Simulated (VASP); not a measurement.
Data:

```yaml
crystal:
  lattice:
    - [4.08781, 0.00000, 0.00000]
    - [0.00000, 4.08781, 0.00000]
    - [0.00000, 0.00000, 4.08781]
  atoms:
    - { symbol: Sc, position: [0.00000, 0.00000, 0.00000] }
    - { symbol: Al, position: [0.50000, 0.00000, 0.50000] }
    - { symbol: Al, position: [0.00000, 0.50000, 0.50000] }
    - { symbol: Al, position: [0.50000, 0.50000, 0.00000] }
```

Calculation: PBE GGA, VASP's PBE PAW potentials (set 64) (plane waves; VASP 6.6.1). Numerical set-up: 300 eV cut-off, 7×7×7 Γ-centred mesh, first-order Methfessel-Paxton smearing of 0.050 eV, potentials Sc_sv Al.

Question: Give the energies of bands 5 to 13 at the high-symmetry points, in eV from the Fermi level.

Answer: 
| band | Γ | X | M | R |
|---|---|---|---|---|
| 5 | -9.88 | -8.01 | -6.60 | -4.65 |
| 6 | -2.47 | -7.18 | -5.49 | -4.65 |
| 7 | -2.47 | -1.57 | -5.49 | -4.65 |
| 8 | -1.67 | -1.57 | -4.21 | -4.32 |
| 9 | -1.67 | -1.33 | -0.39 | -2.81 |
| 10 | -1.67 | 1.02 | -0.39 | -2.81 |
| 11 | 1.42 | 1.15 | 1.36 | -2.81 |
| 12 | 1.45 | 1.15 | 1.53 | 1.11 |
| 13 | 1.45 | 1.51 | 2.23 | 2.76 |

It has no gap at this level: it comes out as a metal or semimetal.

The structure comes from a computed database's ScAl3 entry; how it stands against other phases isn't given here. The cell was not relaxed at this level.
